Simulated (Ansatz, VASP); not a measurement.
# Al3Si2As3 in two plane-wave programs, part 2 of 2

One calculation is typed for both programs; each brings its own data sets. How far apart do they land? The cell is generated by rule, not measured, and may not be a known phase. The cell is taken from a series of runs on this material, whose earlier steps may have relaxed, scaled, displaced or heated it; both programs get it as it stands.

VASP 6.6.1 and Ansatz 0.2.0.

So far: Starting point; VASP: zone-centre phonons, LDA.

### Step 2. VASP: zone-centre phonons, LDA (continued)

Level of this step: LDA; plane waves and PAW (Al, As, Si); invented cell (VASP).

Numbers of over 12 decimals in the logs are rounded to 6 here.

Parts of OUTCAR (step 2):

```text
ion  position               nearest neighbor table
   1  0.000  0.000  0.994-   8 2.41   8 2.41   4 2.44   4 2.44
   2  0.500  0.500  0.247-   4 2.42   4 2.42   5 2.44   5 2.44
   3  0.000  0.000  0.501-   5 2.42   5 2.42   6 2.44   6 2.44
   4  0.500  0.000  0.123-   2 2.42   2 2.42   1 2.44   1 2.44
   5  0.000  0.500  0.377-   3 2.42   3 2.42   2 2.44   2 2.44
   6  0.500  0.000  0.630-   3 2.44   3 2.44   7 2.44   7 2.44
   7  0.500  0.500  0.757-   8 2.34   8 2.34   6 2.44   6 2.44
   8  0.000  0.500  0.871-   7 2.34   7 2.34   1 2.41   1 2.41

  LATTYP: Found a simple orthorhombic cell.
 ALAT       =     3.9343679828
 B/A-ratio  =     1.0080817338
 C/A-ratio  =     2.8430711838

 Subroutine GETGRP returns: Found  4 space group operations
 (whereof  4 operations were pure point group operations)

The static configuration has the point symmetry C_2v.

 Found     75 irreducible k-points:

   k-points           NKPTS =     75   k-points in BZ     NKDIM =     75   number of bands    NBANDS=     24

   dimension x,y,z NGX =    30 NGY =   30 NGZ =   84
   dimension x,y,z NGXF=    60 NGYF=   60 NGZF=  168

   ENCUT  =  500.0 eV  36.75 Ry    6.06 a.u.   7.17  7.23 20.39*2*pi/ulx,y,z

   NELECT =      32.0000    total number of electrons

 k-points in reciprocal lattice and weights: Automatic mesh
   0.00000000  0.00000000  0.00000000       0.004
   0.12500000  0.00000000  0.00000000       0.008
   0.25000000  0.00000000  0.00000000       0.008
   0.37500000  0.00000000  0.00000000       0.008
   0.50000000  0.00000000  0.00000000       0.004
   0.00000000  0.12500000  0.00000000       0.008
   0.12500000  0.12500000  0.00000000       0.016
   0.25000000  0.12500000  0.00000000       0.016
   0.37500000  0.12500000  0.00000000       0.016
[...]
-----------------------------------------------------------------------------------
    total drift:                                0.000000     -0.000000      0.000215

 Eigenvectors and eigenvalues of the dynamical matrix
 ----------------------------------------------------

   1 f  =   14.194855 THz    89.188908 2PiTHz  473.489413 cm-1    58.705179 meV
             X         Y         Z           dx          dy          dz
      0.000000  0.000000 11.114606     0.050757    0.050757    0.000000
     -0.011242  2.793260  2.767485     0.022099    0.022099   -0.000000
      0.000000  0.000000  5.604254     0.041248    0.041248    0.000000
      1.391009  1.391009  1.380718    -0.009861   -0.009861   -0.000000
     -1.402251  1.402251  4.216196    -0.013041   -0.013041   -0.000000
      1.391009  1.391009  7.046693    -0.041763   -0.041763    0.000000
     -0.011242  2.793260  8.468357     0.493473    0.493473   -0.000000
     -1.402251  1.402251  9.737287    -0.499707   -0.499707   -0.000000

   2 f  =   13.645921 THz    85.739852 2PiTHz  455.178938 cm-1    56.434970 meV
             X         Y         Z           dx          dy          dz
      0.000000  0.000000 11.114606     0.485824   -0.485824   -0.000000
     -0.011242  2.793260  2.767485     0.041286   -0.041286    0.000000
      0.000000  0.000000  5.604254     0.040697   -0.040697    0.000000
      1.391009  1.391009  1.380718    -0.036646    0.036646    0.000000
     -1.402251  1.402251  4.216196    -0.020577    0.020577   -0.000000
      1.391009  1.391009  7.046693     0.006456   -0.006456    0.000000
     -0.011242  2.793260  8.468357     0.033968   -0.033968   -0.000000
     -1.402251  1.402251  9.737287    -0.507595    0.507595    0.000000

   3 f  =   13.462514 THz    84.587467 2PiTHz  449.061115 cm-1    55.676457 meV
             X         Y         Z           dx          dy          dz
      0.000000  0.000000 11.114606    -0.000000    0.000000   -0.339771
     -0.011242  2.793260  2.767485    -0.000000    0.000000    0.107938
      0.000000  0.000000  5.604254    -0.000000    0.000000    0.080479
      1.391009  1.391009  1.380718     0.000000   -0.000000    0.021429
     -1.402251  1.402251  4.216196     0.000000   -0.000000   -0.060286
      1.391009  1.391009  7.046693    -0.000000    0.000000    0.103216
     -0.011242  2.793260  8.468357    -0.000000    0.000000   -0.630579
     -1.402251  1.402251  9.737287     0.000000   -0.000000    0.673834

   4 f  =   11.851191 THz    74.463228 2PiTHz  395.313174 cm-1    49.012565 meV
             X         Y         Z           dx          dy          dz
      0.000000  0.000000 11.114606     0.000000    0.000000    0.343084
     -0.011242  2.793260  2.767485     0.000000   -0.000000    0.422118
      0.000000  0.000000  5.604254    -0.000000   -0.000000   -0.697037
      1.391009  1.391009  1.380718    -0.000000    0.000000   -0.237900
     -1.402251  1.402251  4.216196    -0.000000    0.000000    0.092169
      1.391009  1.391009  7.046693     0.000000    0.000000    0.297404
     -0.011242  2.793260  8.468357     0.000000   -0.000000   -0.244564
     -1.402251  1.402251  9.737287    -0.000000   -0.000000   -0.069981

   5 f  =   11.697467 THz    73.497351 2PiTHz  390.185488 cm-1    48.376813 meV
             X         Y         Z           dx          dy          dz
      0.000000  0.000000 11.114606    -0.000000    0.000000   -0.610427
     -0.011242  2.793260  2.767485    -0.000000    0.000000    0.575212
      0.000000  0.000000  5.604254    -0.000000   -0.000000   -0.188118
      1.391009  1.391009  1.380718     0.000000    0.000000    0.003004
     -1.402251  1.402251  4.216196    -0.000000    0.000000   -0.111001
      1.391009  1.391009  7.046693     0.000000    0.000000   -0.101429
     -0.011242  2.793260  8.468357    -0.000000    0.000000    0.481931
     -1.402251  1.402251  9.737287    -0.000000   -0.000000    0.079033

   6 f  =   11.215389 THz    70.468369 2PiTHz  374.105115 cm-1    46.383102 meV
             X         Y         Z           dx          dy          dz
      0.000000  0.000000 11.114606    -0.000000   -0.000000   -0.322946
     -0.011242  2.793260  2.767485     0.000000    0.000000   -0.577347
      0.000000  0.000000  5.604254     0.000000    0.000000   -0.568348
      1.391009  1.391009  1.380718     0.000000    0.000000    0.259414
     -1.402251  1.402251  4.216196    -0.000000   -0.000000    0.353107
      1.391009  1.391009  7.046693    -0.000000   -0.000000    0.102639
     -0.011242  2.793260  8.468357     0.000000   -0.000000    0.137555
     -1.402251  1.402251  9.737287    -0.000000   -0.000000    0.133868

   7 f  =   10.922662 THz    68.629108 2PiTHz  364.340779 cm-1    45.172479 meV
             X         Y         Z           dx          dy          dz
      0.000000  0.000000 11.114606    -0.046250    0.046250    0.000000
     -0.011242  2.793260  2.767485     0.419708   -0.419708   -0.000000
      0.000000  0.000000  5.604254     0.431866   -0.431866    0.000000
      1.391009  1.391009  1.380718    -0.233137    0.233137   -0.000000
     -1.402251  1.402251  4.216196    -0.267657    0.267657   -0.000000
      1.391009  1.391009  7.046693    -0.052174    0.052174   -0.000000
     -0.011242  2.793260  8.468357     0.058408   -0.058408    0.000000
     -1.402251  1.402251  9.737287     0.055423   -0.055423    0.000000

   8 f  =   10.639421 THz    66.849453 2PiTHz  354.892881 cm-1    44.001090 meV
             X         Y         Z           dx          dy          dz
      0.000000  0.000000 11.114606     0.128225    0.128225   -0.000000
     -0.011242  2.793260  2.767485     0.212066    0.212066    0.000000
      0.000000  0.000000  5.604254     0.545000    0.545000   -0.000000
      1.391009  1.391009  1.380718    -0.086324   -0.086324   -0.000000
     -1.402251  1.402251  4.216196    -0.144749   -0.144749   -0.000000
      1.391009  1.391009  7.046693    -0.327286   -0.327286   -0.000000
     -0.011242  2.793260  8.468357    -0.028103   -0.028103    0.000000
     -1.402251  1.402251  9.737287     0.072471    0.072471   -0.000000

   9 f  =   10.554444 THz    66.315528 2PiTHz  352.058360 cm-1    43.649654 meV
             X         Y         Z           dx          dy          dz
      0.000000  0.000000 11.114606    -0.007662    0.007662    0.000000
     -0.011242  2.793260  2.767485    -0.437152    0.437152   -0.000000
      0.000000  0.000000  5.604254     0.418671   -0.418671    0.000000
      1.391009  1.391009  1.380718     0.274062   -0.274062    0.000000
     -1.402251  1.402251  4.216196    -0.234416    0.234416   -0.000000
      1.391009  1.391009  7.046693    -0.038602    0.038602   -0.000000
     -0.011242  2.793260  8.468357     0.041257   -0.041257   -0.000000
     -1.402251  1.402251  9.737287    -0.017335    0.017335   -0.000000

  10 f  =   10.059055 THz    63.202904 2PiTHz  335.533942 cm-1    41.600888 meV
             X         Y         Z           dx          dy          dz
      0.000000  0.000000 11.114606     0.474738    0.474738   -0.000000
     -0.011242  2.793260  2.767485     0.297142    0.297142   -0.000000
      0.000000  0.000000  5.604254    -0.228828   -0.228828    0.000000
      1.391009  1.391009  1.380718    -0.294409   -0.294409    0.000000
     -1.402251  1.402251  4.216196    -0.155005   -0.155005    0.000000
      1.391009  1.391009  7.046693     0.147286    0.147286   -0.000000
     -0.011242  2.793260  8.468357    -0.039629   -0.039629    0.000000
     -1.402251  1.402251  9.737287     0.000884    0.000884    0.000000

  11 f  =    9.862603 THz    61.968565 2PiTHz  328.981037 cm-1    40.788432 meV
             X         Y         Z           dx          dy          dz
      0.000000  0.000000 11.114606    -0.350668   -0.350668    0.000000
     -0.011242  2.793260  2.767485     0.482346    0.482346    0.000000
      0.000000  0.000000  5.604254    -0.102582   -0.102582    0.000000
      1.391009  1.391009  1.380718     0.196006    0.196006   -0.000000
    [... 145 further lines ...]
     -0.011242  2.793260  8.468357    -0.196997   -0.196997   -0.000000
     -1.402251  1.402251  9.737287    -0.196979   -0.196979   -0.000000

 ELASTIC MODULI CONTR FROM IONIC RELAXATION (kBar)
 Direction    XX          YY          ZZ          XY          YZ          ZX
 --------------------------------------------------------------------------------
 XX          -3.3616     -3.3616      2.6554      4.4055     -0.0000     -0.0000
 YY          -3.3616     -3.3616      2.6554      4.4055     -0.0000     -0.0000
 ZZ           2.6554      2.6554     -3.1840     -7.6642      0.0000      0.0000
 XY           4.4055      4.4055     -7.6642   -264.2297      0.0000     -0.0000
 YZ          -0.0000     -0.0000      0.0000      0.0000   -245.6716    -17.5725
 ZX          -0.0000     -0.0000      0.0000     -0.0000    -17.5725   -261.7575
 --------------------------------------------------------------------------------
```

Energies printed during the response cycles are not total energies of the cell.

### Step 3. Ansatz: zone-centre phonons, LDA

Ansatz runs on its default PAW (the set named soft_2) files.

The same cell, functional (in two slightly different forms), mesh and smearing now go to Ansatz, which takes its cutoff from its data sets.

input.yaml

```yaml
crystal:
  lattice:
    - [2.7820182803, 2.7820182803, 0.0]
    - [-2.8045018115, 2.8045018115, 0.0]
    - [0.0, 0.0, 11.1856882382]
  atoms:
    - { symbol: Al, position: [0.0, 0.0, -0.0063547471] }
    - { symbol: Al, position: [0.5, 0.5, 0.2474130478] }
    - { symbol: Al, position: [0.0, 0.0, 0.5010200331] }
    - { symbol: As, position: [0.5, 1.0, 0.1234361629] }
    - { symbol: As, position: [0.0, 0.5, 0.3769277236] }
    - { symbol: As, position: [0.5, 1.0, 0.6299740227] }
    - { symbol: Si, position: [0.5, 0.5, 0.7570707474] }
    - { symbol: Si, position: [0.0, 0.5, 0.8705130097] }
kpoints:
  mp_grid: { grid: [8, 8, 4] }
hamiltonian:
  xc: lda
scf:
  occupations: { method: gaussian, width: 0.01 }
output:
  eigenvalues: true
phonons:
  method: dfpt
```

Command:

```
> ansatz run input.yaml --threads 8 --pin off --max-ram 14336MiB --backend cpu --events-out ev --progress --plain --runs-dir out
```

Log:

```text
zone centre: on kpoints.mp_grid the ground state, and the responses unless they are solved on pairs of k-points, stand on 102 of the mesh's 256 k-points, reduced under 2 symmetry operations, with k and −k counted as one. Each operation leaves every solved displacement unchanged or reverses it
Engine: ansatz 0.2.0, aarch64-unknown-linux-gnu
Pseudopotentials: kind: paw
Pseudopotential: Al, paw, valence charge 3, recommended cutoff 420 eV (normal), Al.paw.azcp
Pseudopotential: As, paw, valence charge 15, recommended cutoff 420 eV (normal), As.paw.azcp
Pseudopotential: Si, paw, valence charge 4, recommended cutoff 420 eV (normal), Si.paw.azcp
Functional definition: SPW92
  exchange = slater_x
  correlation = pw_c
Crystal: 8 atoms, lattice volume = 174.545 Å³
Basis set: ecut = 420 eV, 3413 PW (Γ), exchange–correlation on 54×54×150 points (8 copies of the dense FFT grid, shifted against one another)
Bands: 39, of which v1, the nominal top of the filled ones, is band 31 counted from 1 (30 counted from 0)
Symmetry: 4 space group operations
k-points: 102 of 256 (irreducible under 2 space group operations, time reversal used)
Non-local potential: Al, projectors of the file, l = 0: 2, l = 1: 2, l = 2: 1
Non-local potential: As, projectors of the file, l = 0: 2, l = 1: 2, l = 2: 3, l = 3: 1
Non-local potential: Si, projectors of the file, l = 0: 2, l = 1: 2, l = 2: 2
PAW form: soft (Blöchl's): semilocal exchange-correlation on the pseudo side does not see the compensation charge
PAW frozen core: Al, regenerated for the run's functional, and the local potential with it (the file was generated under x = pbe(κ = 0.804, μ = 0.219515), c = pbe(β = 0.066725))
PAW frozen core: As, regenerated for the run's functional, and the local potential with it (the file was generated under x = pbe(κ = 0.804, μ = 0.219515), c = pbe(β = 0.066725))
PAW frozen core: Si, regenerated for the run's functional, and the local potential with it (the file was generated under x = pbe(κ = 0.804, μ = 0.219515), c = pbe(β = 0.066725))
PAW one-centre angular grid: Al, 110 points (default); XC on 64 Gauss nodes
PAW one-centre angular grid: As, 590 points (default); XC on 64 Gauss nodes
PAW one-centre angular grid: Si, 110 points (default); XC on 64 Gauss nodes
Initial density: superposition of atomic densities (neutral atoms: chi_scale 0, normalization atom), corrected by the library's trained network
Initial wavefunctions: pseudopotential atomic-orbital guess
Functional: x = slater, c = lda
SCF iter   1: F=—  HF=-17078.943770 eV  |F-HF|=—  |Δ(HF+E_count)|=         —  Δρ=4.12e-3  dr2=3.87e-2  ethr=1.77e-3  ⟨swp⟩=6.9  Hψ=17566  notcnv=0
preconditioner: auto → Resta (q_TF=auto, 2.296 Å⁻¹)  ε∞=4.8  [insulator: Δε(μ)=0.272 eV  Ē_g=8.182 eV  σ=0.010 eV  W_gap=1.00  n_scr=32 (ndim 8)  ℏωp=15.9 eV  f_vac=0.000  D(μ)=0.00/eV (n_scr^D=0)  ε∞_Penn≈4.8]
SCF iter   2: F=—  HF=-17078.935927 eV  |F-HF|=—  |Δ(HF+E_count)|=   7.84e-3  Δρ=2.37e-3  dr2=6.65e-3  ethr=6.24e-5  ⟨swp⟩=2.7  Hψ=5526  notcnv=0  defer=297
SCF iter   3: F=—  HF=-17078.934748 eV  |F-HF|=—  |Δ(HF+E_count)|=   1.18e-3  Δρ=6.18e-4  dr2=7.51e-4  ethr=1.07e-5  ⟨swp⟩=2.2  Hψ=4894  notcnv=0  defer=297
SCF iter   4: F=—  HF=-17078.934675 eV  |F-HF|=—  |Δ(HF+E_count)|=   7.27e-5  Δρ=1.10e-4  dr2=2.83e-5  ethr=1.21e-6  ⟨swp⟩=2.3  Hψ=4738  notcnv=0  defer=297
SCF iter   5: F=—  HF=-17078.934675 eV  |F-HF|=—  |Δ(HF+E_count)|=   4.10e-7  Δρ=4.12e-5  dr2=4.21e-6  ethr=4.57e-8  ⟨swp⟩=2.0  Hψ=6824  notcnv=0  defer=297
SCF iter   6: F=—  HF=-17078.934674 eV  |F-HF|=—  |Δ(HF+E_count)|=   5.64e-7  Δρ=1.55e-5  dr2=5.85e-7  ethr=6.80e-9  ⟨swp⟩=2.0  Hψ=6842  notcnv=0  defer=297
SCF iter   7: F=—  HF=-17078.934674 eV  |F-HF|=—  |Δ(HF+E_count)|=   1.25e-7  Δρ=3.87e-6  dr2=5.06e-8  ethr=9.44e-10  ⟨swp⟩=2.7  Hψ=6326  notcnv=0  defer=297
SCF iter   8: F=—  HF=-17078.934674 eV  |F-HF|=—  |Δ(HF+E_count)|=   4.47e-9  Δρ=8.72e-7  dr2=4.75e-9  ethr=8.16e-11  ⟨swp⟩=2.0  Hψ=4798  notcnv=0  defer=297
SCF iter   9: F=—  HF=-17078.934674 eV  |F-HF|=—  |Δ(HF+E_count)|=  6.66e-10  Δρ=2.19e-7  dr2=1.06e-10  ethr=7.66e-12  ⟨swp⟩=2.0  Hψ=6841  notcnv=0  defer=297
SCF iter  10: F=—  HF=-17078.934674 eV  |F-HF|=—  |Δ(HF+E_count)|=  2.55e-11  Δρ=8.01e-8  dr2=2.20e-11  ethr=1.00e-12  ⟨swp⟩=11.8  Hψ=21158  notcnv=0
SCF iter  11: F=-17078.934674 eV  HF=-17078.934674 eV  |F-HF|=3.64e-12  |Δ(HF+E_count)|=  1.46e-11  Δρ=3.25e-8  dr2=2.88e-12  ethr=1.00e-12  ⟨swp⟩=5.2  Hψ=17062  notcnv=0
SCF 1 converged in 11 iterations: F = -17078.934674 eV  dr2 = 2.88e-12
  greatest PAW one-centre occupation: 0.999 electrons in one spin orbital (limit 2), on the As atom at site 5 (counted from 0), in its partial waves of l = 2
DFPT response loops at Γ: preconditioner auto → Resta (q_TF=auto, 2.296 Å⁻¹)  ε∞=18.3 (no band partly filled); β = 1.00, the filter's whole step (`scf.mixing.beta` (0.50) is not read by the response loops at its default; to damp them type it under 1.00, their step now; it binds the ground state too); Broyden in place of MSR1
SCF converged after 11 iterations
Free energy (F): -17078.934674 eV
Harris-Foulkes:  -17078.934674 eV  (|F-HF|=3.64e-12)
Internal energy: -17078.934674 eV  (E = F + TS)
E sigma→0 (E₀):  -17078.934674 eV
Fermi energy:    6.797970 eV
--- Per-component energies (eV) ---
  E_band       = -813.928208
  E_kinetic    = 463.505623
  E_local      = -7129.902321  (includes V_loc(G=0)·N_el)
  E_nonlocal   = -1907.683300
  E_hartree    = 3760.605652
  E_xc         = -465.011643
  E_vxc        = -421.619825  (∫ρ·V_xc dr)
  E_paw        = -7564.791872  (= ΣΔE_a)
  E_vpaw       = 660.560281  (= ΣTr[D̂ρ^β])
  E_aug_tail   = 0.000026  (compensation charges beyond the density's cutoff)
  E_ewald      = -4242.218341
  E_core_change = 6.561501  (= ΣΔE_core)
  E_smearing   = -0.000000  (= −TS)
  E_closure    = -0.000000  (closes the sum)
  Σ components = -17078.934674   (vs F -17078.934674, Δ=0.00e0)
--- Band table (eV; the first three rows and the last of 102) ---
  k-point 0: bands = [... 27 lower, 5.0628, 6.2112, 6.2296, 6.7040, 6.9383, 7.4585, 8.0923, 8.4978, ... 4 higher]
  k-point 1: bands = [... 27 lower, 5.2711, 5.7059, 6.0757, 6.5825, 7.0417, 7.4814, 8.0961, 8.6800, ... 4 higher]
  k-point 2: bands = [... 27 lower, 5.3344, 5.6209, 5.7747, 6.4500, 7.1223, 7.4283, 8.1866, 8.7998, ... 4 higher]
  k-point 101: bands = [... 27 lower, 3.3936, 3.6275, 4.0276, 4.0642, 7.9334, 8.4448, 8.5887, 8.6976, ... 4 higher]
--- Phonons (Γ-DFPT): 16 representative perturbations + reference, on 102 of 256 k-points (Σ response iterations 50) ---
  k mesh reduced under 2 symmetry operations, with k and −k counted as one. Each operation leaves every solved displacement unchanged or reverses it
  ASR residual: 5.139e-5 → 0.000e0 eV/Å²; symmetrization residual: 5.242e-6 eV/Å²
  ASR residual per site (eV/Å²): 2.17e-5 2.02e-5 2.64e-5 1.95e-5 5.14e-5 2.62e-5 8.47e-6 1.49e-5
  Γ frequencies (cm⁻¹): 0.00 0.00 0.00 77.88 79.06 83.24 87.37 103.76 109.06 151.38 169.06 258.68 292.00 326.22 333.12 349.04 352.72 361.68 372.21 389.08 393.99 448.55 454.39 473.52
  non-analytic LO–TO correction: not included (Born effective charges unavailable; polar crystals: no LO–TO splitting at Γ)
```

In the SCF lines HF is the Harris–Foulkes energy and dr2 the Hartree energy of the density residual, in eV; the loop may stop once dr2 is under the threshold and the program's other checks hold. Hψ counts applications of the Hamiltonian.

### Step 4. Comparison

Known differences besides the potentials themselves: the data sets hold 62 valence electrons in Ansatz (on its default PAW (the set named soft_2) files) and 32 in VASP; the cutoff is 420 eV in Ansatz and 500 eV in VASP; VASP's log shows a relativistic correction to its local exchange, Ansatz's none. Total energies have different zeros and are not compared.

Compared:

```tsv
quantity	Ansatz	VASP	difference
optical mode 1 (cm⁻¹)	77.9	77.5	+0.55 %
optical mode 2 (cm⁻¹)	79.1	78.7	+0.47 %
optical mode 3 (cm⁻¹)	83.2	82.7	+0.64 %
optical mode 4 (cm⁻¹)	87.4	87.0	+0.37 %
optical mode 5 (cm⁻¹)	103.8	103.5	+0.21 %
optical mode 6 (cm⁻¹)	109.1	108.6	+0.38 %
optical mode 7 (cm⁻¹)	151.4	152.0	-0.41 %
optical mode 8 (cm⁻¹)	169.1	169.9	-0.49 %
optical mode 9 (cm⁻¹)	258.7	259.8	-0.42 %
optical mode 10 (cm⁻¹)	292.0	295.3	-1.11 %
optical mode 11 (cm⁻¹)	326.2	329.0	-0.84 %
optical mode 12 (cm⁻¹)	333.1	335.5	-0.72 %
optical mode 13 (cm⁻¹)	349.0	352.1	-0.86 %
optical mode 14 (cm⁻¹)	352.7	354.9	-0.61 %
optical mode 15 (cm⁻¹)	361.7	364.3	-0.73 %
optical mode 16 (cm⁻¹)	372.2	374.1	-0.51 %
optical mode 17 (cm⁻¹)	389.1	390.2	-0.28 %
optical mode 18 (cm⁻¹)	394.0	395.3	-0.33 %
optical mode 19 (cm⁻¹)	448.6	449.1	-0.11 %
optical mode 20 (cm⁻¹)	454.4	455.2	-0.17 %
optical mode 21 (cm⁻¹)	473.5	473.5	+0.01 %
```

Modes are paired by rising frequency, not by their patterns, so a pair may set unlike modes beside each other; they are those without the splitting of longitudinal modes.

### Step 5. What came out

| Property | Result |
| --- | --- |
| r.m.s. difference of the optical zone-centre modes, each program's sorted by frequency (zone-centre phonons, LDA) | 1.6 cm⁻¹ |
| difference in optical mode 10 (zone-centre phonons, LDA) | -1.1 % |

The r.m.s. difference of the optical zone-centre modes, each program's sorted by frequency is 1.6 cm⁻¹ (zone-centre phonons, LDA). The data sets hold unlike numbers of valence electrons (62 in Ansatz and 32 in VASP), so part of the differences comes from the potentials. Among the rows given in per cent, the largest difference of the zone-centre phonons, LDA pair is in optical mode 10, -1.1 %. How closely two codes agree says nothing of how well the functional describes the real material.

[Lines on the potential files, build, host, timing and source positions are cut from VASP's logs without a mark.]

[Logs are printed without paths, hosts, clocks, repeated set-up lines and the standing remarks that a program may print on its own settings, such as how far it seeks lower states.]

[Hosts, paths, dates, database ids (printed as entryN), source tags and the programs' standing remarks are cut or masked in the printed files.]
